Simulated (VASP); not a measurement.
A convergence study with VASP on Cu (fcc): one setting is varied, all else stays as given below, so the limit is that of these other settings. Each run relaxes cell and ions from the cell shown.

```xyz
1
Lattice="0.0000 1.8050 1.8050 1.8050 0.0000 1.8050 1.8050 1.8050 0.0000" Properties=species:S:1:pos:R:3 pbc="T T T"
Cu     0.0000     0.0000     0.0000
```

Computed with PBE GGA, VASP's PBE PAW potentials (set 64) (plane waves; VASP 6.6.1). The tightest run used: 550 eV cut-off, 22×22×22 Γ-centred mesh, first-order Methfessel-Paxton smearing of 0.10 eV, potentials Cu.

```tsv
setting	relaxed volume (Å³/atom)	E (eV/atom)	irreducible k-points
3×3×3 mesh	11.671	-4.0593	4
4×4×4 mesh	12.133	-3.5628	8
5×5×5 mesh	11.944	-3.8264	10
6×6×6 mesh	12.098	-3.6649	16
7×7×7 mesh	11.988	-3.7680	20
8×8×8 mesh	12.074	-3.6967	29
9×9×9 mesh	12.007	-3.7413	35
10×10×10 mesh	12.031	-3.7136	47
11×11×11 mesh	11.980	-3.7332	56
```

Problem. These are the cheaper rows. Estimate the results at 22×22×22 mesh, and how far the last row shown lies from them.

Solution. 
```json
[
 {"quantity": "relaxed volume (Å³/atom)", "tightest run": "12.004", "last row shown is off by": "-0.024"},
 {"quantity": "E (eV/atom)", "tightest run": "-3.7292", "last row shown is off by": "-0.0040"}
]
```

Left out are rungs that failed or repeat a setting and relaxations that didn't move; long series are thinned to 24 rows.

The compound is Cu in the fcc structure.
